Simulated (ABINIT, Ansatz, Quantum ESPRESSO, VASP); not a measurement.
Sr2SO: 4 runs at one level of theory

```xyz
4
Lattice="4.0432 0.0000 0.0000 0.0000 4.0432 0.0000 0.0000 0.0000 5.7180" Properties=species:S:1:pos:R:3 pbc="T T T"
Sr    2.0352    2.0109    2.8738
Sr   -0.0444   -0.0360   -0.0025
S     0.0278    0.0056    2.8552
O     2.0044    1.9986   -0.0053
```

The cell comes from a database or a generator and needn't be the stable form of this composition.

Atoms were shifted at random by some hundredths of an Å from the given cell, which wasn't relaxed again for these runs.

Alike in all runs: task single point; functional PBE; k mesh 7 × 7 × 5; occupations fermi-dirac, width 0.05 eV; no spin polarisation; no spin-orbit coupling. Pressure is positive in compression and, in plane waves, holds the error of the finite cutoff, which Ansatz's Pulay term estimates and takes out.

```json
{"program and potentials": "Ansatz, Ansatz PAW", "plane-wave cutoff (eV)": "420", "notes": "Pulay term of +0.13 GPa included", "pressure (GPa)": "-0.21", "largest force (eV/Å)": "0.130", "energy over the undisturbed cell (meV/atom)": "0.80"}
{"program and potentials": "VASP, PBE PAW files O, S, Sr_sv, 520 eV", "plane-wave cutoff (eV)": "520", "notes": "-", "pressure (GPa)": "0.01", "largest force (eV/Å)": "0.131", "energy over the undisturbed cell (meV/atom)": "-"}
{"program and potentials": "ABINIT, JTH PAW PBE v2.0", "plane-wave cutoff (eV)": "626", "notes": "-", "pressure (GPa)": "-0.33", "largest force (eV/Å)": "0.131", "energy over the undisturbed cell (meV/atom)": "0.85"}
{"program and potentials": "Quantum ESPRESSO, SSSP 1.3 efficiency PBE", "plane-wave cutoff (eV)": "748", "notes": "-", "pressure (GPa)": "-0.25", "largest force (eV/Å)": "0.130", "energy over the undisturbed cell (meV/atom)": "0.80"}
```

Force on atom 3 (S), eV/Å:

```tsv
program and potentials	x	y	z
Ansatz, Ansatz PAW	-0.089	-0.094	0.008
VASP, PBE PAW files O, S, Sr_sv, 520 eV	-0.089	-0.095	0.008
ABINIT, JTH PAW PBE v2.0	-0.092	-0.093	0.009
Quantum ESPRESSO, SSSP 1.3 efficiency PBE	-0.089	-0.094	0.008
```

The pressure spans -0.33 (ABINIT, JTH PAW PBE v2.0) to 0.01 GPa (VASP, PBE PAW files O, S, Sr_sv, 520 eV).

Differences between rows come from potentials, basis sets and numerical settings, since the functional is the same but for its coding. Runs on potential files found faulty are left out.
